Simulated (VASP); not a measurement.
YNb: band structure with AM05

YNb:

```
Y Nb
1.0
     3.61141    0.00000    0.00000
     0.00000    3.61141    0.00000
     0.00000    0.00000    3.61141
Y Nb
1 1
Direct
  0.00000 0.00000 0.00000
  0.50000 0.50000 0.50000
```

The cell was built by a generator and needn't be a form met in nature.

| Item | Value |
| --- | --- |
| Program | VASP 6.6.1 |
| Task | band structure |
| Functional | AM05 |
| Potentials or basis | VASP PAW PBE potentials, release 64 (Y_sv, Nb_sv) |
| Cutoff | 520 eV |
| k mesh | 7 × 7 × 7 |
| Occupations | fermi-dirac, width 0.05 eV |
| Spin | no spin polarisation |
| Further INCAR settings | ALGO = Normal; EDIFF = 1e-06 |

```json
{
  "Band gap along the path": "none (metal or under the smearing width)"
}
```

Levels at the corners of the path, in eV from the Fermi level:
| point | band 8 | band 9 | band 10 | band 11 | band 12 | band 13 | band 14 | band 15 | band 16 |
| --- | --- | --- | --- | --- | --- | --- | --- | --- | --- |
| Γ | -21.37 | -5.20 | -2.43 | -2.43 | 0.90 | 0.90 | 0.90 | 3.83 | 3.83 |
| X | -21.36 | -2.17 | -1.98 | -0.88 | 0.69 | 0.69 | 0.77 | 1.68 | 2.63 |
| X | -21.36 | -2.17 | -1.98 | -0.88 | 0.69 | 0.69 | 0.77 | 1.68 | 2.63 |
| M | -21.33 | -2.76 | -2.54 | -0.65 | -0.65 | 1.80 | 1.80 | 2.73 | 2.84 |
| M | -21.33 | -2.76 | -2.54 | -0.65 | -0.65 | 1.80 | 1.80 | 2.73 | 2.84 |
| Γ | -21.37 | -5.20 | -2.43 | -2.43 | 0.90 | 0.90 | 0.90 | 3.83 | 3.83 |
| Γ | -21.37 | -5.20 | -2.43 | -2.43 | 0.90 | 0.90 | 0.90 | 3.83 | 3.83 |
| R | -21.65 | -0.63 | -0.63 | -0.63 | -0.15 | -0.15 | -0.15 | 2.81 | 2.81 |
| R | -21.65 | -0.63 | -0.63 | -0.63 | -0.15 | -0.15 | -0.15 | 2.81 | 2.81 |
| X | -21.36 | -2.17 | -1.98 | -0.88 | 0.69 | 0.69 | 0.77 | 1.68 | 2.63 |
| M | -21.33 | -2.76 | -2.54 | -0.65 | -0.65 | 1.80 | 1.80 | 2.73 | 2.84 |
| R | -21.65 | -0.63 | -0.63 | -0.63 | -0.15 | -0.15 | -0.15 | 2.81 | 2.81 |

Run time: 22 s on 1 thread of Intel(R) Xeon(R) 6975P-C (Granite Rapids) (shared host), peak memory 0.19 GiB.

Caveat: the log is that of the step along the path at fixed density, whose energy, stress, charges and moments have no meaning.
